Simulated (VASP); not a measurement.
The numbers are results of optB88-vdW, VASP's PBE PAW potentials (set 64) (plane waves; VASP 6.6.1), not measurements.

VASP ran on this input.

### KPOINTS
```
Automatic mesh
0
Gamma
13 13 13
0 0 0
```

### INCAR
```
SYSTEM = Ca
PREC = Accurate
ENCUT = 520
EDIFF = 1E-7
NELM = 100
ALGO = Normal
LREAL = .FALSE.
LASPH = .TRUE.
ISMEAR = -5
GGA = BO
PARAM1 = 0.1833333333
PARAM2 = 0.22
LUSE_VDW = .TRUE.
AGGAC = 0.0
LWAVE = .FALSE.
LCHARG = .TRUE.
LORBIT = 11
NEDOS = 601
ISIF = 2
```

**POSCAR**
```
Ca
1
    0.0000000000     2.7258021642     2.7258021642
    2.7258021642     0.0000000000     2.7258021642
    2.7258021642     2.7258021642     0.0000000000
Ca
1
Direct
  0.0000000000   0.0000000000   0.0000000000
```

POTCAR, in this order: Ca_sv (PBE.64 set). Program: vasp_std.

Output of the run:

**OUTCAR**
```
 ion  position               nearest neighbor table
   1  0.000  0.000  0.000-
  LATTYP: Found a face centered cubic cell.
 ALAT       =     5.4516043284
 Subroutine PRICEL returns:
 Original cell was already a primitive cell.
 Subroutine GETGRP returns: Found 48 space group operations
The static configuration has the point symmetry O_h .
The dynamic configuration has the point symmetry O_h .
 Subroutine INISYM returns: Found 48 space group operations
 Subroutine IBZKPT returns following result:
 Found     84 irreducible k-points:

 Following reciprocal coordinates:
            Coordinates               Weight
  0.000000  0.000000  0.000000      1.000000
  0.076923  0.000000  0.000000      8.000000
  0.153846  0.000000  0.000000      8.000000
  0.230769  0.000000  0.000000      8.000000
  0.307692  0.000000  0.000000      8.000000
  0.384615  0.000000  0.000000      8.000000
  0.461538  0.000000  0.000000      8.000000
  0.076923  0.076923  0.000000      6.000000
  0.153846  0.076923  0.000000     24.000000
  0.230769  0.076923  0.000000     24.000000
  0.307692  0.076923  0.000000     24.000000
  0.384615  0.076923  0.000000     24.000000
  0.461538  0.076923  0.000000     24.000000
 -0.461538  0.076923  0.000000     24.000000
 -0.384615  0.076923  0.000000     24.000000
 -0.307692  0.076923  0.000000     24.000000
 -0.230769  0.076923  0.000000     24.000000
 -0.153846  0.076923  0.000000     24.000000
 -0.076923  0.076923  0.000000     12.000000
  0.153846  0.153846  0.000000      6.000000
  0.230769  0.153846  0.000000     24.000000
  0.307692  0.153846  0.000000     24.000000
  0.384615  0.153846  0.000000     24.000000
  0.461538  0.153846  0.000000     24.000000
 -0.461538  0.153846  0.000000     24.000000
 -0.384615  0.153846  0.000000     24.000000
 -0.307692  0.153846  0.000000     24.000000
 -0.230769  0.153846  0.000000     24.000000
 -0.153846  0.153846  0.000000     12.000000
  0.230769  0.230769  0.000000      6.000000
  0.307692  0.230769  0.000000     24.000000
  0.384615  0.230769  0.000000     24.000000
  0.461538  0.230769  0.000000     24.000000
 -0.461538  0.230769  0.000000     24.000000
 -0.384615  0.230769  0.000000     24.000000
 -0.307692  0.230769  0.000000     24.000000
 -0.230769  0.230769  0.000000     12.000000
  0.307692  0.307692  0.000000      6.000000
  0.384615  0.307692  0.000000     24.000000
  0.461538  0.307692  0.000000     24.000000
   k-points           NKPTS =     84   k-points in BZ     NKDIM =     84   number of bands    NBANDS=      9
   number of dos      NEDOS =    601   number of ions     NIONS =      1
   total plane-waves  NPLWV =  27000
   dimension x,y,z NGX =    30 NGY =   30 NGZ =   30
   dimension x,y,z NGXF=    60 NGYF=   60 NGZF=   60
   ions per type =               1
   PREC   = accura    normal or accurate (medium, high low for compatibility)
   ISTART =      0    job   : 0-new  1-cont  2-samecut
   ICHARG =      2    charge: 1-file 2-atom 10-const
   ISPIN  =      1    spin polarized calculation?
   LNONCOLLINEAR =      F non collinear calculations
   LSORBIT =      F    spin-orbit coupling
   INIWAV =      1    electr: 0-lowe 1-rand  2-diag
   ENCUT  =  520.0 eV  38.22 Ry    6.18 a.u.   7.17  7.17  7.17*2*pi/ulx,y,z
   NELM   =    100;   NELMIN=  2; NELMDL= -5     # of ELM steps
   EDIFF  = 0.1E-06   stopping-criterion for ELM
   LREAL  =      F    real-space projection
   NLSPLINE    = F    spline interpolate recip. space projectors
   LMAXMIX     =    2 max onsite mixed and CHGCAR
   VOSKOWN=      0    Vosko Wilk Nusair interpolation
...
```

### OSZICAR
```
       N       E                     dE             d eps       ncg     rms          rms(c)
DAV:   1     0.664252369387E+02    0.66425E+02   -0.51122E+03  1512   0.100E+03
DAV:   2     0.185156846856E+01   -0.64574E+02   -0.64355E+02  1557   0.233E+02
DAV:   3     0.605537155335E+00   -0.12460E+01   -0.12431E+01  2280   0.346E+01
DAV:   4     0.557198057345E+00   -0.48339E-01   -0.48374E-01  2286   0.524E+00
DAV:   5     0.556370038393E+00   -0.82802E-03   -0.83576E-03  2395   0.483E-01    0.193E+00
DAV:   6     0.565766062028E+00    0.93960E-02   -0.24233E-02  1870   0.162E+00    0.121E+00
DAV:   7     0.563305959181E+00   -0.24601E-02   -0.31110E-02  1811   0.187E+00    0.136E-01
DAV:   8     0.563858517094E+00    0.55256E-03   -0.34552E-03  1780   0.667E-01    0.344E-02
DAV:   9     0.563792851522E+00   -0.65666E-04   -0.43460E-04  2394   0.138E-01    0.206E-02
DAV:  10     0.563787521633E+00   -0.53299E-05   -0.40522E-05  1917   0.754E-02    0.202E-03
DAV:  11     0.563789988109E+00    0.24665E-05   -0.25022E-06  2354   0.136E-02    0.108E-03
DAV:  12     0.563790335024E+00    0.34692E-06   -0.25288E-07  2041   0.355E-03    0.389E-04
DAV:  13     0.563790642071E+00    0.30705E-06   -0.23551E-08   999   0.124E-03    0.607E-05
DAV:  14     0.563790727673E+00    0.85602E-07   -0.28378E-09   996   0.455E-04
   1 F= 0.56379073E+00 E0= 0.56379073E+00  d E =0.000000E+00
```

### OUTCAR
```
------------------------ aborting loop because EDIFF is reached ----------------------------------------
  FORCE on cell =-STRESS in cart. coord.  units (eV):
  Direction    XX          YY          ZZ          XY          YZ          ZX
  --------------------------------------------------------------------------------------
  Total       -0.0436621     -0.0436621     -0.0436621      0.0000000      0.0000000      0.0000000
  in kB       -1.7270385     -1.7270385     -1.7270385      0.0000000      0.0000000      0.0000000
  external PRESSURE =      -1.7270385 kB  Pullay stress =       0.0000000 kB
  volume of cell :       40.51
      direct lattice vectors                 reciprocal lattice vectors
     0.000000000  2.725802164  2.725802164    -0.183432241  0.183432241  0.183432241
     2.725802164  0.000000000  2.725802164     0.183432241 -0.183432241  0.183432241
     2.725802164  2.725802164  0.000000000     0.183432241  0.183432241 -0.183432241
 POSITION                                       TOTAL-FORCE (eV/Angst)
 -----------------------------------------------------------------------------------
      0.00000      0.00000      0.00000         0.000000      0.000000      0.000000
 -----------------------------------------------------------------------------------
    total drift:                               -0.000000     -0.000000     -0.000000
  FREE ENERGIE OF THE ION-ELECTRON SYSTEM (eV)
  ---------------------------------------------------
  free  energy   TOTEN  =         0.5637907277 eV

  energy  without entropy=        0.5637907277  energy(sigma->0) =        0.56379073

 total charge

# of ion       s       p       d       tot
------------------------------------------
    1        2.089   5.826   0.183   8.098
```
(Selected blocks of OUTCAR.)

For a metal the tetrahedron method with Blöchl corrections gives inexact stress and forces.

The compound is Ca in the fcc structure. It was relaxed first, which changed the volume by -7 %.
